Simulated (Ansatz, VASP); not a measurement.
# Cross-check of Ru (Ruthenium) between VASP and Ansatz

Aim: how closely do two programs agree when they are given the same cell, functional and k mesh? The cell is taken from a series of runs on this material, whose earlier steps may have relaxed, scaled, displaced or heated it; both programs get it as it stands.

Program: Ansatz 0.2.0. Level of theory: plane waves, with VASP 6.6.1 beside it; zone-centre phonons at PBEsol. Results are calculated unless marked as measured.

### Step 1. Starting point

It takes space group P6_3/mmc (No. 194, hexagonal). Conventional cell: a = 2.684 Å, b = 2.684 Å, c = 4.292 Å, α = 90.00°, β = 90.00°, γ = 120.00°. Nearest to Ru lie 12 Ru at 2.65 to 2.68 Å.

### Step 2. Ansatz: zone-centre phonons, PBEsol

Ansatz runs on its PAW soft_1 files.

Second derivatives magnify differences that forces hide, and they need a tight electronic threshold.

Contents of input.yaml:

```yaml
crystal:
  lattice:
    - [2.6844605353, 0.0, 0.0]
    - [-1.3422302676, 2.324811019, 0.0]
    - [0.0, 0.0, 4.2917887694]
  atoms:
    - { symbol: Ru, position: [0.3333333325, 0.6666666675, 0.25] }
    - { symbol: Ru, position: [0.6666666675, 0.3333333325, 0.75] }
kpoints:
  mp_grid: { grid: [18, 18, 12] }
hamiltonian:
  xc: pbesol
  pseudopotentials: { kind: paw, azcp: { folder: soft_1 }, xc_functional: pbe }
scf:
  occupations: { method: methfessel_paxton, width: 0.2 }
output:
  eigenvalues: true
phonons:
  method: dfpt
```

Started as:

```console
> ansatz run input.yaml --threads 4 --pin off --max-ram 10240MiB --backend cpu --events-out ev --progress --plain --runs-dir out
```

Numbers of over 12 decimals in the logs are rounded to 6 here.

Output:

```text
zone centre: on kpoints.mp_grid the ground state, and the responses unless they are solved on pairs of k-points, stand on 637 of the mesh's 3888 k-points, reduced under 4 symmetry operations, with k and −k counted as one. Each operation leaves every solved displacement unchanged or reverses it
Engine: ansatz 0.2.0, x86_64-unknown-linux-gnu
Pseudopotentials: kind: paw
Pseudopotential: Ru, paw, valence charge 16, recommended cutoff 420 eV (normal), soft_1/Ru.paw.azcp
Functional definition: PBEsol
  exchange = pbesol_x
  correlation = pbesol_c
Crystal: 2 atoms, lattice volume = 26.784 Å³
Basis set: ecut = 420 eV, 537 PW (Γ), exchange–correlation on 36×36×60 points (8 copies of the dense FFT grid, shifted against one another)
Bands: 20, of which v1, the nominal top of the filled ones, is band 16 counted from 1 (15 counted from 0)
Symmetry: 24 space group operations
k-points: 637 of 3888 (irreducible under 4 space group operations, time reversal used)
Non-local potential: Ru, projectors of the file, l = 0: 3, l = 1: 2, l = 2: 2, l = 3: 1
PAW form: soft (Blöchl's): semilocal exchange-correlation on the pseudo side does not see the compensation charge
PAW frozen core: Ru, regenerated for the run's functional, and the local potential with it (the file was generated under x = pbe(κ = 0.804, μ = 0.219515), c = pbe(β = 0.066725))
PAW one-centre angular grid: Ru, 590 points (default); XC on 64 Gauss nodes
Initial density: superposition of atomic densities (chi_scale 0.1, normalization cell)
Initial wavefunctions: pseudopotential atomic-orbital guess
Functional: x = pbesol(κ = 0.804, μ = 0.123457), c = pbesol(β = 0.046)
SCF iter   1: F=—  HF=-11634.564678 eV  |F-HF|=—  |Δ(HF+E_count)|=         —  Δρ=1.31e-1  dr2=4.40e0  ethr=3.10e-3  ⟨swp⟩=5.0  Hψ=110892  notcnv=0  defer=75
automatic band count: the SCF goes on with 24 bands, as 20 were too few: they end inside the smearing window of the response
preconditioner: auto → none  [metal: Δε(μ)=0.016 eV  Ē_g=11.663 eV  σ=0.200 eV  W_gap=0.07  n_scr=8 (ndim 8)  ℏωp=28.7 eV  f_vac=0.000  D(μ)=1.46/eV (n_scr^D=22)  sad-step TF]
SCF iter   2: F=—  HF=-11633.555593 eV  |F-HF|=—  |Δ(HF+E_count)|=    1.01e0  S|Δr|=    0.00e0  Δρ=7.46e-2  dr2=1.42e0  ethr=3.10e-3  ⟨swp⟩=2.8  Hψ=29902  notcnv=0  defer=1766
SCF iter   3: F=—  HF=-11633.089320 eV  |F-HF|=—  |Δ(HF+E_count)|=   4.66e-1  S|Δr|=    0.00e0  Δρ=3.96e-3  dr2=1.86e-3  ethr=3.10e-3  ⟨swp⟩=2.1  Hψ=22296  notcnv=0  defer=1766
SCF iter   4: F=—  HF=-11633.090679 eV  |F-HF|=—  |Δ(HF+E_count)|=   1.36e-3  S|Δr|=    0.00e0  Δρ=3.67e-4  dr2=1.35e-5  ethr=5.81e-6  ⟨swp⟩=2.5  Hψ=30585  notcnv=0  defer=1630
SCF iter   5: F=—  HF=-11633.090686 eV  |F-HF|=—  |Δ(HF+E_count)|=   6.48e-6  S|Δr|=    0.00e0  Δρ=1.41e-4  dr2=2.92e-6  ethr=4.23e-8  ⟨swp⟩=2.2  Hψ=22968  notcnv=0  defer=1630
SCF iter   6: F=—  HF=-11633.090685 eV  |F-HF|=—  |Δ(HF+E_count)|=   1.36e-6  S|Δr|=    0.00e0  Δρ=2.14e-5  dr2=5.67e-8  ethr=9.13e-9  ⟨swp⟩=2.8  Hψ=24599  notcnv=0  defer=1630
SCF iter   7: F=—  HF=-11633.090684 eV  |F-HF|=—  |Δ(HF+E_count)|=   1.42e-8  S|Δr|=    0.00e0  Δρ=2.36e-6  dr2=9.83e-10  ethr=1.77e-10  ⟨swp⟩=2.5  Hψ=22706  notcnv=0  defer=1630
SCF iter   8: F=-11633.090684 eV  HF=-11633.090684 eV  |F-HF|=3.64e-12  |Δ(HF+E_count)|=  1.09e-11  S|Δr|=    0.00e0  Δρ=1.55e-7  dr2=4.65e-12  ethr=1.00e-12  ⟨swp⟩=9.0  Hψ=88361  notcnv=0
SCF 1 converged in 8 iterations: F = -11633.090684 eV  dr2 = 4.65e-12
  greatest PAW one-centre occupation: 1.000 electrons in one spin orbital (limit 2), on the Ru atom at site 1 (counted from 0), in its partial waves of l = 0
DFPT response loops at Γ: preconditioner auto → Kerker (q_TF=auto, 2.810 Å⁻¹) (partly filled bands, converged f_vac=0.000); β = 1.00, the filter's whole step (`scf.mixing.beta` (0.50) is not read by the response loops under this deck's `scf.mixing.preconditioner`; to damp them name `kerker` or `kerker_dos`, under which they read `scf.mixing.beta`, and type it under 1.00, their step now; both keys bind the ground state too); Broyden in place of MSR1
SCF converged after 8 iterations
Stability not checked: this state was not tested for a lower state beside it, because cold or Methfessel-Paxton smearing, or corrected tetrahedra, fill the levels in a way that the test cannot read (fill_not_monotonic; see scf.lower_state_search)
Free energy (F): -11633.090684 eV
Harris-Foulkes:  -11633.090684 eV  (|F-HF|=3.64e-12)
Internal energy: -11633.091151 eV  (E = F + TS)
E sigma→0 (E₀):  -11633.090801 eV
Entropy (-TS):   0.000466 eV (0.233 meV/atom)
Fermi energy:    23.574382 eV
Step filling:    the computed levels leave a gap of 0.0000 eV = 0.0 smearing widths at the electron count; against every level under it full and every level over it empty, smearing changes F+E_penalty+E_count by +0.668 meV and its σ→0 estimate by +0.551 meV
--- Per-component energies (eV) ---
  E_band       = -105.139769
  E_kinetic    = 921.074946
  E_local      = -2511.184240  (includes V_loc(G=0)·N_el)
  E_nonlocal   = 828.440905
  E_hartree    = 829.767039
  E_xc         = -338.800451
  E_vxc        = -429.848691  (∫ρ·V_xc dr)
  E_paw        = -6879.929194  (= ΣΔE_a)
  E_vpaw       = -573.158070  (= ΣTr[D̂ρ^β])
  E_aug_tail   = 0.001173  (compensation charges beyond the density's cutoff)
  E_ewald      = -4482.967923
  E_core_change = 0.506593  (= ΣΔE_core)
  E_smearing   = 0.000466  (= −TS)
  E_closure    = -0.000000  (closes the sum)
  Σ components = -11633.090684   (vs F -11633.090684, Δ=0.00e0)
--- Band table (eV; the first three rows and the last of 637) ---
  k-point 0: bands = [... 12 lower, 20.9914, 21.5968, 21.5968, 22.2317, 22.2317, 24.6968, 24.7941, 24.7941, ... 4 higher]
  k-point 1: bands = [... 12 lower, 20.9530, 21.5519, 21.5519, 22.3373, 22.3373, 24.4333, 24.7975, 24.7975, ... 4 higher]
  k-point 2: bands = [... 12 lower, 20.8470, 21.4296, 21.4296, 22.6085, 22.6085, 23.7559, 24.7935, 24.7935, ... 4 higher]
  k-point 636: bands = [... 12 lower, 20.8672, 20.8672, 22.2126, 22.2126, 25.2750, 25.2750, 28.7202, 28.7202, ... 4 higher]
--- Phonons (Γ-DFPT): 2 representative perturbations + reference, on 637 of 3888 k-points (Σ response iterations 6) ---
  k mesh reduced under 4 symmetry operations, with k and −k counted as one. Each operation leaves every solved displacement unchanged or reverses it
  ASR residual: 1.500e-4 → 0.000e0 eV/Å²; symmetrization residual: 8.644e-10 eV/Å²
  ASR residual per site (eV/Å²): 1.50e-4 1.50e-4
  Γ frequencies (cm⁻¹): 0.00 0.00 0.00 202.76 202.76 257.55
  non-analytic LO–TO correction: not included (Born effective charges unavailable; polar crystals: no LO–TO splitting at Γ)
```

In the SCF lines HF is the Harris–Foulkes energy and dr2 the Hartree energy of the density residual, in eV; the loop may stop once dr2 is under the threshold and the program's other checks hold. Hψ counts applications of the Hamiltonian.

### Step 3. VASP: zone-centre phonons, PBEsol

The same cell, functional, mesh and smearing now go to VASP, with its own data sets.

Lines of VASP's logs that name or quote its potential files are left out, and so is its time.

Contents of INCAR:

```
SYSTEM = Ru
PREC = Accurate
ENCUT = 500
EDIFF = 1E-08
NELM = 120
ISMEAR = 1
SIGMA = 0.2
LREAL = .FALSE.
ALGO = Normal
GGA = PS
NBANDS = 20
LASPH = .TRUE.
LORBIT = 11
LWAVE = .FALSE.
LCHARG = .FALSE.
ISIF = 2
IBRION = 8
GGA_COMPAT = .FALSE.
KPAR = 2
```

Contents of POSCAR:

```
Ru
1.0
    2.6844605353      0.0000000000      0.0000000000
   -1.3422302676      2.3248110190      0.0000000000
    0.0000000000      0.0000000000      4.2917887694
Ru
2
Direct
    0.3333333358      0.6666666692      0.2500000000
    0.6666666692      0.3333333358      0.7500000000
```

Contents of KPOINTS:

```
Automatic mesh
0
Gamma
18 18 12
0 0 0
```

The projector-augmented-wave data sets are Ru_pv (PBE family, release 64).

Started as:

```console
> mpirun -np 2 vasp_std
```

Output:

```text
[banner, memory and clock lines left out]
running    2 mpi-ranks, on    1 nodes
 distrk:  each k-point on    1 cores,    2 groups
 distr:  one band on    1 cores,    1 groups

 POSCAR found type information on POSCAR Ru
 POSCAR found :  1 types and       2 ions
|                                                                             |
|               ----> ADVICE to this user running VASP <----                  |
|                                                                             |
|     You enforced a specific xc type in the INCAR file but a different       |
|     [... a line on the potential file left out ...]
|     I HOPE YOU KNOW WHAT YOU ARE DOING!                                     |
|                                                                             |

 LDA part: xc-table for (Slater+PW92), standard interpolation
 POSCAR, INCAR and KPOINTS ok, starting setup
 FFT: planning ... GRIDC
 FFT: planning ... GRID_SOFT
 FFT: planning ... GRID
 WAVECAR not read
 entering main loop
       N       E                     dE             d eps       ncg     rms          rms(c)
DAV:   1     0.277778889918E+03    0.27778E+03   -0.17313E+04 10424   0.152E+03
DAV:   2    -0.161860601357E+02   -0.29396E+03   -0.28572E+03 10688   0.453E+02
DAV:   3    -0.218916845137E+02   -0.57056E+01   -0.56613E+01 11836   0.704E+01
DAV:   4    -0.219360241622E+02   -0.44340E-01   -0.44313E-01 13320   0.588E+00
DAV:   5    -0.219366348412E+02   -0.61068E-03   -0.60886E-03 11648   0.598E-01    0.199E+01
DAV:   6    -0.204364822514E+02    0.15002E+01   -0.34795E+00 12116   0.187E+01    0.510E+00
DAV:   7    -0.203470515774E+02    0.89431E-01   -0.59005E-01 11920   0.564E+00    0.989E-01
DAV:   8    -0.203391250617E+02    0.79265E-02   -0.25751E-02 11664   0.117E+00    0.406E-01
DAV:   9    -0.203374775445E+02    0.16475E-02   -0.29368E-03 11832   0.612E-01    0.476E-02
DAV:  10    -0.203374588377E+02    0.18707E-04   -0.19421E-04 11628   0.142E-01    0.245E-02
DAV:  11    -0.203374610896E+02   -0.22519E-05   -0.40697E-06 12160   0.190E-02    0.192E-03
DAV:  12    -0.203374610295E+02    0.60143E-07   -0.34883E-07 11616   0.545E-03    0.122E-03
DAV:  13    -0.203374610511E+02   -0.21594E-07   -0.48603E-09  7656   0.740E-04    0.319E-04
DAV:  14    -0.203374610599E+02   -0.87903E-08   -0.71211E-10  7160   0.235E-04
   1 F= -.20337461E+02 E0= -.20337612E+02  d E =0.452544E-03
 Linear response reoptimize wavefunctions to high precision
DAV:   1    -0.203374610569E+02    0.29308E-08   -0.34236E-10  7144   0.200E-04
DAV:   2    -0.203374610569E+02   -0.14097E-10   -0.21015E-11  6764   0.456E-05
 Linear response DOF=           2
 Linear response progress:
  Degree of freedom:   1/  2
       N       E                     dE             d eps       ncg     rms          rms(c)
RMM:   1    -0.515454756725E+00   -0.51545E+00    0.28917E+00 46385   0.594E+01
RMM:   2    -0.616151303853E+00   -0.10070E+00   -0.11442E-01 63703   0.286E+00    0.150E-01
RMM:   3    -0.614723155986E+00    0.14281E-02   -0.35782E-03 73991   0.493E-01    0.673E-02
RMM:   4    -0.613292199377E+00    0.14310E-02   -0.52118E-04 73898   0.179E-01    0.255E-02
RMM:   5    -0.613085937889E+00    0.20626E-03   -0.80102E-05 87984   0.449E-02    0.101E-02
RMM:   6    -0.612981632396E+00    0.10431E-03   -0.80967E-05 78545   0.131E-02    0.603E-03
RMM:   7    -0.612974245072E+00    0.73873E-05   -0.55900E-05 78422   0.750E-03    0.734E-04
RMM:   8    -0.612994180715E+00   -0.19936E-04   -0.35143E-05 96489   0.254E-03    0.332E-04
RMM:   9    -0.613001942677E+00   -0.77620E-05   -0.17967E-05 87897   0.107E-03    0.687E-05
RMM:  10    -0.613002476061E+00   -0.53338E-06   -0.99994E-06101315   0.591E-04    0.198E-05
RMM:  11    -0.613002896276E+00   -0.42022E-06   -0.56105E-06 89189   0.374E-04    0.849E-06
RMM:  12    -0.613002882725E+00    0.13551E-07   -0.33626E-06 97266   0.273E-04    0.363E-06
RMM:  13    -0.613002834312E+00    0.48413E-07   -0.19858E-06104161   0.218E-04    0.151E-06
RMM:  14    -0.613002889708E+00   -0.55396E-07   -0.12810E-06 94239   0.191E-04    0.310E-07
[...]
RMM:  18    -0.613002916817E+00    0.67567E-08   -0.33037E-07 81430   0.154E-04    0.435E-07
RMM:  19    -0.613002924819E+00   -0.80024E-08   -0.25271E-07 79198   0.152E-04    0.182E-07
RMM:  20    -0.613002924870E+00   -0.50627E-10   -0.22765E-07 76730   0.150E-04    0.251E-07
RMM:  21    -0.613002924851E+00    0.18451E-10   -0.18117E-07 76327   0.150E-04    0.287E-07
RMM:  22    -0.613002923762E+00    0.10891E-08   -0.17848E-07 76315   0.149E-04    0.378E-07
RMM:  23    -0.613002924269E+00   -0.50691E-09   -0.15115E-07 75989   0.149E-04    0.375E-07
RMM:  24    -0.613002924039E+00    0.23039E-09   -0.15328E-07 75730   0.149E-04    0.405E-07
RMM:  25    -0.613002924422E+00   -0.38328E-09   -0.13091E-07 75402   0.148E-04    0.392E-07
 first order change of Fermi-energy  -0.22983E-05
 force on displaced ion       1 direction 1 :  -7.629   0.001   0.000
 Linear response progress:
  Degree of freedom:   2/  2
       N       E                     dE             d eps       ncg     rms          rms(c)
RMM:   1    -0.632802529077E+00   -0.63280E+00    0.34146E+00 15993   0.602E+01
RMM:   2    -0.745718061404E+00   -0.11292E+00   -0.12906E-01 22089   0.299E+00    0.148E-01
RMM:   3    -0.745559913100E+00    0.15815E-03   -0.25107E-03 25661   0.464E-01    0.745E-02
RMM:   4    -0.744770137728E+00    0.78978E-03   -0.56879E-04 25096   0.172E-01    0.228E-02
RMM:   5    -0.744620869139E+00    0.14927E-03    0.33055E-05 29619   0.540E-02    0.165E-02
RMM:   6    -0.744564097678E+00    0.56771E-04   -0.55549E-06 26454   0.183E-02    0.110E-02
RMM:   7    -0.744491943013E+00    0.72155E-04    0.59271E-06 25385   0.100E-02    0.247E-03
RMM:   8    -0.744479638256E+00    0.12305E-04    0.23638E-05 30078   0.416E-03    0.699E-04
RMM:   9    -0.744486305871E+00   -0.66676E-05    0.13273E-05 28997   0.152E-03    0.913E-05
RMM:  10    -0.744486990036E+00   -0.68416E-06    0.81146E-06 28956   0.664E-04    0.401E-05
RMM:  11    -0.744488084865E+00   -0.10948E-05    0.45206E-06 31490   0.396E-04    0.120E-05
RMM:  12    -0.744488448490E+00   -0.36362E-06    0.27744E-06 30548   0.283E-04    0.471E-06
RMM:  13    -0.744488684771E+00   -0.23628E-06    0.30689E-07 34240   0.221E-04    0.178E-06
RMM:  14    -0.744488615928E+00    0.68844E-07    0.12641E-06 33414   0.189E-04    0.179E-06
RMM:  15    -0.744488786790E+00   -0.17086E-06   -0.10842E-07 31667   0.176E-04    0.119E-06
RMM:  16    -0.744488730014E+00    0.56776E-07    0.59183E-07 32928   0.167E-04    0.214E-06
RMM:  17    -0.744488775099E+00   -0.45086E-07   -0.11897E-07 30892   0.161E-04    0.240E-07
RMM:  18    -0.744488741856E+00    0.33244E-07    0.23420E-07 29527   0.155E-04    0.274E-07
RMM:  19    -0.744488781577E+00   -0.39721E-07   -0.14154E-07 24593   0.152E-04    0.261E-07
RMM:  20    -0.744488769270E+00    0.12307E-07    0.60568E-09 24363   0.151E-04    0.294E-07
RMM:  21    -0.744488783570E+00   -0.14300E-07   -0.10306E-07 26474   0.150E-04    0.165E-07
RMM:  22    -0.744488781326E+00    0.22437E-08   -0.41453E-08 28312   0.150E-04    0.687E-08
 first order change of Fermi-energy   0.87061E-04
 force on displaced ion       1 direction 3 :   0.000   0.000 -12.339
 Linear response finished
```

(Part 1 of 2 ends here.)

[Lines on the potential files, build, host, timing and source positions are cut from VASP's logs without a mark.]

[Logs are printed without paths, hosts, clocks, repeated set-up lines and the standing remarks that a program may print on its own settings, such as how far it seeks lower states.]

[Hosts, paths, dates, database ids (printed as entryN), source tags and the programs' standing remarks are cut or masked in the printed files.]
